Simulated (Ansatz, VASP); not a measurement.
# Cross-check of Hf2GaSN2O (Hf2NOS MXene under honeycomb GaN, AC) between VASP and Ansatz

One calculation is typed for both programs; each brings its own data sets. How far apart do they land? The cell is taken from a series of runs on this material, whose earlier steps may have relaxed, scaled, displaced or heated it; both programs get it as it stands.

Program: Ansatz 0.2.0. Level of theory: plane waves, with VASP 6.6.1 beside it; single point at PBE with D3(BJ). Results are calculated unless marked as measured.

### 1. Set-up

The cell holds 7 atoms: 1 S, 2 Hf, 2 N, 1 O and 1 Ga. Its edges and angles: a = 3.261 Å, b = 3.261 Å, c = 26.003 Å, α = 90.0°, β = 90.0°, γ = 120.0°. Vacuum lies along c.

### 2. Ansatz: single point, PBE with D3(BJ)

Ansatz runs on its default PAW (the set named soft_2) files.

With cell and atoms fixed, the geometry can't cause a difference; cores, projectors, grids and the points listed under the comparison can.

input.yaml

```yaml
crystal:
  lattice:
    - [3.2609714053, 0.0, 0.0]
    - [-1.6304857027, 2.824084078, 0.0]
    - [0.0, 0.0, 26.0034037952]
  atoms:
    - { symbol: S, position: [0.3333333333, 0.6666666667, 0.3461085353] }
    - { symbol: Hf, position: [0.6666666667, 0.3333333333, 0.4076977625] }
    - { symbol: "N", position: [0.0, 0.0, 0.4597985064] }
    - { symbol: Hf, position: [0.3333333333, 0.6666666667, 0.5091073056] }
    - { symbol: O, position: [0.6666666667, 0.3333333333, 0.545887068] }
    - { symbol: "N", position: [0.3333333333, 0.6666666667, 0.6537566718] }
    - { symbol: Ga, position: [0.0, 0.0, 0.6538914647] }
kpoints:
  mp_grid: { grid: [18, 18, 1] }
  band_path:
    path: [[0, 0, 0], [0.5, 0, 0], [0.33333333, 0.33333333, 0], [0, 0, 0]]
    npoints: 16
hamiltonian:
  xc: pbe
  dispersion: d3bj
scf:
  occupations: { method: fermi_dirac, width: 0.02585 }
  convergence: { dr2_threshold: 1.0e-10 }
efield:
  axis: 3
  dipole_correction: true
  ramp_position: 0.97
  ramp_width: 0.06
  amplitude: 0
output:
  dos: { projected: true, e_range: [-6, 5] }
  bader: true
  write_potential: true
  write_density: true
  volumetric_format: npy
  elf: true
```

On the command line:

```console
$ ansatz run input.yaml --threads 4 --pin off --max-ram 6144MiB --backend cpu --events-out ev --progress --plain --runs-dir out
```

Numbers of over 12 decimals in the logs are rounded to 6 here.

The program printed:

```text
Engine: ansatz 0.2.0, aarch64-unknown-linux-gnu
Pseudopotentials: kind: paw
Pseudopotential: S, paw, valence charge 6, recommended cutoff 420 eV (normal), S.paw.azcp
Pseudopotential: Hf, paw, valence charge 26, recommended cutoff 420 eV (normal), Hf.paw.azcp
Pseudopotential: N, paw, valence charge 5, recommended cutoff 420 eV (normal), N.paw.azcp
Pseudopotential: O, paw, valence charge 6, recommended cutoff 420 eV (normal), O.paw.azcp
Pseudopotential: Ga, paw, valence charge 13, recommended cutoff 420 eV (normal), Ga.paw.azcp
Functional definition: PBE
  parameter kappa = 0.804
  parameter beta = 0.066725
  exchange = pbe_x(kappa = kappa, mu = beta*pi^2/3)
  correlation = pbe_c(beta = beta)
Crystal: 7 atoms, lattice volume = 239.472 Å³
Basis set: ecut = 420 eV, 4779 PW (Γ)
Bands: 53, of which v1, the nominal top of the filled ones, is band 44 counted from 1 (43 counted from 0)
Symmetry: 6 space group operations
Space group: P3m1 (ITA 156), of the structure as read, at distance tolerance 6.2e-5 Å
k-points: 37 of 324 (time reversal used)
Non-local potential: S, projectors of the file, l = 0: 2, l = 1: 2, l = 2: 2
Non-local potential: Hf, projectors of the file, l = 0: 3, l = 1: 2, l = 2: 2, l = 3: 3
Non-local potential: N, projectors of the file, l = 0: 2, l = 1: 2, l = 2: 1
Non-local potential: O, projectors of the file, l = 0: 2, l = 1: 2, l = 2: 1
Non-local potential: Ga, projectors of the file, l = 0: 2, l = 1: 2, l = 2: 3, l = 3: 1
PAW form: soft (Blöchl's): semilocal exchange-correlation on the pseudo side does not see the compensation charge
PAW one-centre angular grid: S, 110 points (default); XC on 64 Gauss nodes
PAW one-centre angular grid: Hf, 590 points (default); XC on 64 Gauss nodes
PAW one-centre angular grid: N, 110 points (default); XC on 64 Gauss nodes
PAW one-centre angular grid: O, 110 points (default); XC on 64 Gauss nodes
PAW one-centre angular grid: Ga, 590 points (default); XC on 64 Gauss nodes
Initial density: superposition of atomic densities (neutral atoms: chi_scale 0, normalization atom), corrected by the library's trained network
Initial wavefunctions: pseudopotential atomic-orbital guess
Functional: x = pbe(κ = 0.804, μ = 0.219515), c = pbe(β = 0.066725)
SCF iter   1: F=—  HF=-37472.594437 eV  |F-HF|=—  |Δ(HF+E_count)|=         —  Δρ=3.83e-3  dr2=3.07e-1  ethr=1.77e-3  p=0.122 e·Å  D=9.22e-2 V/Å  ΔV_dip=-2.40 eV  dr2_dipole=1.13e-1  V_vac-E_F(+/−)=3.58/5.98 eV  ⟨swp⟩=8.2  Hψ=8229  notcnv=0  defer=17
efield: sawtooth ramp at fractional position 0.9700 (set: `efield.ramp_position`, or a place that a band, a saddle search or an elastic batch's reference lends), width 0.0600; the density the first Hamiltonian is built on has a dipole p = 0.122 e·Å; the dipole correction subtracts the counter field D = 9.22e-2 V/Å, which shifts the + side's vacuum level by -2.40 eV against the − side's; the planar-averaged density in the ramp window peaks in size at 2.1e-5 e/Å³
preconditioner: auto → LDOS  [metal: Δε(μ)=0.047 eV  Ē_g=16.771 eV  σ=0.026 eV  W_gap=0.39  n_scr=48 (ndim 8)  ℏωp=21.9 eV  f_vac=0.573  D(μ)=2.83/eV (n_scr^D=12)  β→1.0]
SCF iter   2: F=—  HF=-37472.579727 eV  |F-HF|=—  |Δ(HF+E_count)|=   1.47e-2  Δρ=2.06e-3  dr2=1.04e-1  ethr=3.53e-4  p=0.065 e·Å  D=4.92e-2 V/Å  ΔV_dip=-1.28 eV  dr2_dipole=1.33e-2  V_vac-E_F(+/−)=4.37/5.65 eV  ⟨swp⟩=2.6  Hψ=2698  notcnv=0  defer=138
SCF iter   3: F=—  HF=-37472.583146 eV  |F-HF|=—  |Δ(HF+E_count)|=   3.42e-3  Δρ=2.72e-3  dr2=5.99e-2  ethr=1.19e-4  p=0.095 e·Å  D=7.15e-2 V/Å  ΔV_dip=-1.86 eV  dr2_dipole=2.04e-2  V_vac-E_F(+/−)=3.69/5.54 eV  ⟨swp⟩=3.4  Hψ=3572  notcnv=0  defer=139
SCF iter   4: F=—  HF=-37472.570413 eV  |F-HF|=—  |Δ(HF+E_count)|=   1.27e-2  Δρ=8.62e-4  dr2=5.65e-3  ethr=6.88e-5  p=0.059 e·Å  D=4.46e-2 V/Å  ΔV_dip=-1.16 eV  dr2_dipole=4.10e-4  V_vac-E_F(+/−)=4.27/5.43 eV  ⟨swp⟩=3.4  Hψ=3510  notcnv=0  defer=135
SCF iter   5: F=—  HF=-37472.570160 eV  |F-HF|=—  |Δ(HF+E_count)|=   2.53e-4  Δρ=5.05e-4  dr2=1.05e-3  ethr=6.50e-6  p=0.060 e·Å  D=4.52e-2 V/Å  ΔV_dip=-1.17 eV  dr2_dipole=1.24e-5  V_vac-E_F(+/−)=4.25/5.42 eV  ⟨swp⟩=2.1  Hψ=3344  notcnv=0  defer=138
SCF iter   6: F=—  HF=-37472.569996 eV  |F-HF|=—  |Δ(HF+E_count)|=   1.63e-4  Δρ=2.08e-4  dr2=1.95e-4  ethr=1.21e-6  p=0.061 e·Å  D=4.60e-2 V/Å  ΔV_dip=-1.20 eV  dr2_dipole=1.35e-5  V_vac-E_F(+/−)=4.22/5.42 eV  ⟨swp⟩=2.4  Hψ=3144  notcnv=0  defer=138
SCF iter   7: F=—  HF=-37472.569996 eV  |F-HF|=—  |Δ(HF+E_count)|=   4.03e-7  Δρ=7.81e-5  dr2=2.91e-5  ethr=2.24e-7  p=0.061 e·Å  D=4.57e-2 V/Å  ΔV_dip=-1.19 eV  dr2_dipole=1.31e-7  V_vac-E_F(+/−)=4.23/5.42 eV  ⟨swp⟩=2.4  Hψ=2972  notcnv=0  defer=138
SCF iter   8: F=—  HF=-37472.570005 eV  |F-HF|=—  |Δ(HF+E_count)|=   8.92e-6  Δρ=2.79e-5  dr2=1.76e-6  ethr=3.34e-8  p=0.061 e·Å  D=4.59e-2 V/Å  ΔV_dip=-1.19 eV  dr2_dipole=1.36e-10  V_vac-E_F(+/−)=4.23/5.43 eV  ⟨swp⟩=2.1  Hψ=2618  notcnv=0  defer=138
SCF iter   9: F=—  HF=-37472.569894 eV  |F-HF|=—  |Δ(HF+E_count)|=   1.11e-4  Δρ=8.38e-6  dr2=2.25e-7  ethr=2.03e-9  p=0.061 e·Å  D=4.59e-2 V/Å  ΔV_dip=-1.19 eV  dr2_dipole=4.85e-10  V_vac-E_F(+/−)=4.23/5.43 eV  ⟨swp⟩=2.2  Hψ=3340  notcnv=0  defer=138
SCF iter  10: F=—  HF=-37472.569894 eV  |F-HF|=—  |Δ(HF+E_count)|=   8.52e-8  Δρ=4.00e-6  dr2=4.13e-8  ethr=2.59e-10  p=0.061 e·Å  D=4.59e-2 V/Å  ΔV_dip=-1.19 eV  dr2_dipole=2.92e-10  V_vac-E_F(+/−)=4.23/5.43 eV  ⟨swp⟩=2.5  Hψ=3515  notcnv=0  defer=138
SCF iter  11: F=—  HF=-37472.569894 eV  |F-HF|=—  |Δ(HF+E_count)|=   3.38e-8  Δρ=1.38e-6  dr2=5.97e-9  ethr=4.75e-11  p=0.061 e·Å  D=4.59e-2 V/Å  ΔV_dip=-1.19 eV  dr2_dipole=1.79e-12  V_vac-E_F(+/−)=4.23/5.43 eV  ⟨swp⟩=2.8  Hψ=3619  notcnv=0  defer=138
SCF iter  12: F=—  HF=-37472.569894 eV  |F-HF|=—  |Δ(HF+E_count)|=   1.40e-8  Δρ=5.06e-7  dr2=1.06e-9  ethr=6.87e-12  p=0.061 e·Å  D=4.59e-2 V/Å  ΔV_dip=-1.19 eV  dr2_dipole=3.42e-11  V_vac-E_F(+/−)=4.23/5.43 eV  ⟨swp⟩=2.2  Hψ=3010  notcnv=0  defer=138
SCF iter  13: F=—  HF=-37472.569894 eV  |F-HF|=—  |Δ(HF+E_count)|=   1.97e-9  Δρ=2.12e-7  dr2=2.51e-10  ethr=1.22e-12  p=0.061 e·Å  D=4.59e-2 V/Å  ΔV_dip=-1.19 eV  dr2_dipole=2.45e-12  V_vac-E_F(+/−)=4.23/5.43 eV  ⟨swp⟩=2.5  Hψ=3414  notcnv=0  defer=138
SCF iter  14: F=-37472.569894 eV  HF=-37472.569894 eV  |F-HF|=2.91e-11  |Δ(HF+E_count)|=  8.73e-11  Δρ=8.63e-8  dr2=3.87e-11  ethr=1.00e-12  p=0.061 e·Å  D=4.59e-2 V/Å  ΔV_dip=-1.19 eV  dr2_dipole=6.10e-12  V_vac-E_F(+/−)=4.23/5.43 eV  ⟨swp⟩=14.1  Hψ=7342  notcnv=0
SCF 1 converged in 14 iterations: F = -37472.569894 eV  dr2 = 3.87e-11
  greatest PAW one-centre occupation: 0.999 electrons in one spin orbital (limit 2), on the Hf atom at site 3 (counted from 0), in its partial waves of l = 0
NSCF: frozen V_eff on 49 k-points
efield: sawtooth ramp at fractional position 0.9700 (kept from the solve that this one continues, or follows in the run), width 0.0600; the density the first Hamiltonian is built on has a dipole p = 0.061 e·Å; the dipole correction subtracts the counter field D = 4.59e-2 V/Å, which shifts the + side's vacuum level by -1.19 eV against the − side's; the planar-averaged density in the ramp window peaks in size at 6.2e-6 e/Å³
WARN: The output density's exchange-correlation potential varies sharply where the density is thin. Do not read a vacuum level from v_tot or v_xc, or from such a field of the output density. On a cell that repeats whose density bears no net charge and no dipole along the vacuum's axis use v_es (v_loc + v_h of the components); under efield.dipole_correction with no amplitude use v_es + v_field, which holds any externa [...]
SCF converged after 14 iterations
Free energy (F): -37472.569894 eV
Harris-Foulkes:  -37472.569894 eV  (|F-HF|=2.91e-11)
Internal energy: -37472.564506 eV  (E = F + TS)
E sigma→0 (E₀):  -37472.567200 eV
Entropy (-TS):   -0.005388 eV (-0.770 meV/atom)
Fermi energy:    3.018242 eV
Dipole field:    D = 0.045917 V/Å  (p = 0.060766 e·Å, saw-weighted, corrected)
Work function:   Φ+ = 4.2321 eV   Φ− = 5.4260 eV
Levels:          The Fermi level and band energies are counted from a zero that moves with the ramp; work functions are not
--- Per-component energies (eV) ---
  E_band       = -1093.183430
  E_kinetic    = 1505.010869
  E_local      = -156716.492695  (includes V_loc(G=0)·N_el)
  E_nonlocal   = -1892.136934
  E_hartree    = 77291.357446
  E_xc         = -960.580923
  E_vxc        = -925.440327  (∫ρ·V_xc dr)
  E_paw        = -16859.200147  (= ΣΔE_a)
  E_vpaw       = 2352.864521  (= ΣTr[D̂ρ^β])
  E_aug_tail   = 0.002558  (compensation charges beyond the density's cutoff)
  E_efield     = 0.001395  (sawtooth field / dipole correction)
  E_vefield    = 0.292607  (∫n·V_field dr)
  E_ewald      = 60161.123037
  E_disp       = -1.649113  (pairwise vdW)
  E_smearing   = -0.005388  (= −TS)
  E_closure    = -0.000000  (closes the sum)
  Σ components = -37472.569894   (vs F -37472.569894, Δ=0.00e0)
--- Band table (eV; the first three rows and the last of 37) ---
  k-point 0: bands = [... 40 lower, 1.5394, 2.0201, 2.0201, 3.6688, 3.7877, 3.7877, 3.9842, 5.0062, ... 5 higher]
  k-point 1: bands = [... 40 lower, 1.4794, 1.8029, 1.9400, 3.5847, 3.9177, 3.9184, 4.2187, 5.0602, ... 5 higher]
  k-point 2: bands = [... 40 lower, 1.3114, 1.3997, 1.7712, 3.3373, 4.1883, 4.2226, 4.6999, 5.1701, ... 5 higher]
  k-point 36: bands = [... 40 lower, -0.5262, 0.0033, 1.8795, 4.3610, 4.5493, 5.2850, 6.2301, 6.3456, ... 5 higher]
--- Bader charges: 7 sites ---
  site symbol  charge [e]  shift [e]
     0      S     -0.9997     0.0002
     1     Hf      1.8986     0.0006
     2      N     -1.9056     0.0012
     3     Hf      2.3105     0.0038
     4      O     -1.3250     0.0029
     5      N     -1.5012     0.0121
     6     Ga      1.5225     0.0121
  estimated error of the sums over rays = 7.4e-4 e
```

Reading the cycles: dr2 is the Hartree energy of the density residual (eV), the measure of convergence; HF is the Harris–Foulkes estimate of the energy, which meets the free energy F at convergence.

### 3. VASP: single point, PBE with D3(BJ)

The same cell, functional, mesh and smearing now go to VASP, with its own data sets.

Lines of VASP's logs that name or quote its potential files are left out, and so is its time.

INCAR

```
SYSTEM = Hf2GaSN2O
PREC = Accurate
ENCUT = 520
EDIFF = 1E-06
NELM = 120
ISMEAR = -1
SIGMA = 0.02585
LREAL = .FALSE.
ALGO = Normal
GGA = PE
IVDW = 12
NBANDS = 34
LASPH = .TRUE.
LORBIT = 11
LWAVE = .FALSE.
LCHARG = .FALSE.
ISIF = 2
LDIPOL = .TRUE.
IDIPOL = 3
DIPOL = 0.5 0.5 0.511
LVHAR = .TRUE.
GGA_COMPAT = .FALSE.
NELMDL = -8
KPAR = 2
```

POSCAR

```
Hf2GaSN2O
1.0
    3.2609714053      0.0000000000      0.0000000000
   -1.6304857027      2.8240840780      0.0000000000
    0.0000000000      0.0000000000     26.0034037952
S Hf N O Ga
1 2 2 1 1
Direct
    0.3333333333      0.6666666667      0.3461085353
    0.6666666666      0.3333333334      0.4076977625
    0.3333333333      0.6666666667      0.5091073056
    1.0000000000      0.0000000000      0.4597985064
    0.3333333333      0.6666666667      0.6537566718
    0.6666666666      0.3333333334      0.5458870680
    1.0000000000      0.0000000000      0.6538914647
```

KPOINTS

```
Automatic mesh
0
Gamma
18 18 1
0 0 0
```

The projector-augmented-wave data sets are S, Hf_pv, N, O and Ga_d (PBE family, release 64).

On the command line:

```console
$ mpirun -np 2 vasp_std
```

The program printed:

```text
[banner, memory and clock lines left out]
running    2 mpi-ranks, on    1 nodes
 distrk:  each k-point on    1 cores,    2 groups
 distr:  one band on    1 cores,    1 groups

 POSCAR found type information on POSCAR S HfN O Ga
 POSCAR found :  5 types and       7 ions
 LDA part: xc-table for (Slater+PW92), standard interpolation
 POSCAR, INCAR and KPOINTS ok, starting setup
 FFT: planning ... GRIDC
 FFT: planning ... GRID_SOFT
 FFT: planning ... GRID
 WAVECAR not read
 entering main loop
       N       E                     dE             d eps       ncg     rms          rms(c)
DAV:   1     0.523465668725E+03    0.52347E+03   -0.26718E+04  2732   0.157E+03
DAV:   2     0.905538972916E+01   -0.51441E+03   -0.50134E+03  3188   0.421E+02
DAV:   3    -0.641621030254E+02   -0.73217E+02   -0.72330E+02  3180   0.147E+02
DAV:   4    -0.679517569933E+02   -0.37897E+01   -0.37682E+01  3610   0.365E+01
DAV:   5    -0.680417075433E+02   -0.89951E-01   -0.89775E-01  3254   0.492E+00
DAV:   6    -0.680477500591E+02   -0.60425E-02   -0.60414E-02  4004   0.121E+00
DAV:   7    -0.680478010146E+02   -0.50956E-04   -0.50947E-04  3296   0.103E-01
DAV:   8    -0.680478027787E+02   -0.17641E-05   -0.17639E-05  3812   0.200E-02    0.733E+01
DAV:   9    -0.591813806851E+02    0.88664E+01   -0.45686E+01  3390   0.430E+01    0.577E+01
DAV:  10    -0.591943948609E+02   -0.13014E-01   -0.60693E+00  3312   0.157E+01    0.135E+01
DAV:  11    -0.590350152203E+02    0.15938E+00   -0.16672E+00  3312   0.692E+00    0.235E+00
DAV:  12    -0.590198350156E+02    0.15180E-01   -0.39641E-01  3234   0.349E+00    0.179E+00
DAV:  13    -0.590150578841E+02    0.47771E-02   -0.97944E-02  3246   0.141E+00    0.443E-01
DAV:  14    -0.590138841514E+02    0.11737E-02   -0.10844E-02  3086   0.560E-01    0.362E-01
[...]
DAV:  22    -0.590144353844E+02   -0.55611E-04   -0.61409E-06  2256   0.740E-03    0.420E-03
DAV:  23    -0.590144744323E+02   -0.39048E-04   -0.17007E-06  2118   0.432E-03    0.506E-03
DAV:  24    -0.590145090780E+02   -0.34646E-04   -0.25171E-06  2114   0.368E-03    0.198E-03
DAV:  25    -0.590145152783E+02   -0.62003E-05   -0.19264E-07  2156   0.188E-03    0.184E-03
DAV:  26    -0.590145285420E+02   -0.13264E-04   -0.59382E-07  2076   0.232E-03    0.916E-04
DAV:  27    -0.590145326613E+02   -0.41193E-05   -0.12122E-07  2078   0.127E-03    0.816E-04
DAV:  28    -0.590145363984E+02   -0.37371E-05   -0.14973E-07  2032   0.105E-03    0.299E-04
DAV:  29    -0.590145373271E+02   -0.92868E-06   -0.29141E-08  1954   0.623E-04
   1 F= -.60663316E+02 E0= -.60660614E+02  d E =-.540463E-02
```

(Continued in part 2 of 2.)

[Lines on the potential files, build, host, timing and source positions are cut from VASP's logs without a mark.]

[Logs are printed without paths, hosts, clocks, repeated set-up lines and the standing remarks that a program may print on its own settings, such as how far it seeks lower states.]

[Hosts, paths, dates, database ids (printed as entryN), source tags and the programs' standing remarks are cut or masked in the printed files.]
